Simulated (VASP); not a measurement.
```
NbTe
1.0
    3.43656     0.00000     0.00000
   -1.71828     2.97615     0.00000
    0.00000     0.00000     9.37539
Nb Te
2 2
Direct
  0.33333   0.66667   0.03754
  0.66667   0.33333   0.53754
  0.33333   0.66667   0.33746
  0.66667   0.33333   0.83746
```

These are r2SCAN meta-GGA, VASP's PBE PAW potentials (set 64) (plane waves; VASP) values and carry that method's errors. Numerical set-up: 400 eV cut-off, 11×11×4 Γ-centred mesh, tetrahedra with Blöchl corrections, potentials Nb_sv Te.

Q: The job: NbTe (relaxed from the wurtzite structure, space group P6_3mc), 4 atoms, r2SCAN, static run, 400 eV, 11×11×4 Γ-centred mesh. Roughly how much core time does it take on a busy server core?

A: About 6 core-minutes (one run on a shared machine, a rough figure). It had 48 irreducible k-points, 23 bands, up to 1770 plane waves and 35 electronic steps.

The structure was generated: NbTe was put into the wurtzite type (P6_3mc), which need not be its known phase. It was relaxed first, which changed the volume by -43 %.
